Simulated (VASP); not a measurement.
Input:

```
GaP
1.0
    0.00000     2.75294     2.75294
    2.75294     0.00000     2.75294
    2.75294     2.75294     0.00000
Ga P
1 1
Cartesian
  0.00000   0.00000   0.00000
  1.37647   1.37647   1.37647
```

The numbers are results of PBE GGA, VASP's PBE PAW potentials (set 64) (plane waves; VASP 6.6.1), not measurements. Numerical set-up: 520 eV cut-off, 8×8×8 Γ-centred mesh, Gaussian smearing of 0.050 eV, potentials Ga_d P.

**Question.** Predict the energy per atom (σ→0), band gap (on the k-mesh) with the smallest direct gap where there is one.

**Answer.** 
```json
{
  "band gap (on the k-mesh)": "1.58 eV",
  "smallest direct gap (on the k-mesh)": "1.58 eV",
  "energy per atom (σ→0)": "-4563 meV/atom"
}
```

The absolute energy has meaning only against runs of the same code, potentials and settings.

The compound is GaP in the zinc blende structure. It was relaxed first.
